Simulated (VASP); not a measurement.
Crystal: Co.

```xyz
2
Lattice="2.5074 0.0000 0.0000 -1.2537 2.1715 0.0000 0.0000 0.0000 4.0699" Properties=species:S:1:pos:R:3 pbc="T T T"
Co    0.0000    1.4476    1.0175
Co    1.2537    0.7238    3.0524
```

Base run:

```yaml
Program: VASP 6.6.1
Functional: PBEsol
Potentials_or_basis: VASP PAW PBE potentials, release 64 (Co)
Cutoff: 300 eV
k_mesh: 15 × 15 × 8
Occupations: fermi-dirac, width 0.05 eV
Spin: collinear spin, ferromagnetic start
Starting_moments: "[1.5, 1.5] μB"
```

Its results: band gap on the k mesh none (metal or under the smearing width); net moment 3.27 μB per cell; site moments Co +1.66 μB.

Question: The run is repeated on the same cell with these changes: cutoff from 300 eV to 520 eV; k mesh from 15 × 15 × 8 to 5 × 5 × 3. What comes out?

Answer: Band gap on the k mesh none (metal or under the smearing width); net moment 3.57 μB per cell; site moments Co +1.78 μB.

Caveats: some runs use coarse meshes.

Not every run made on this cell is shown here.
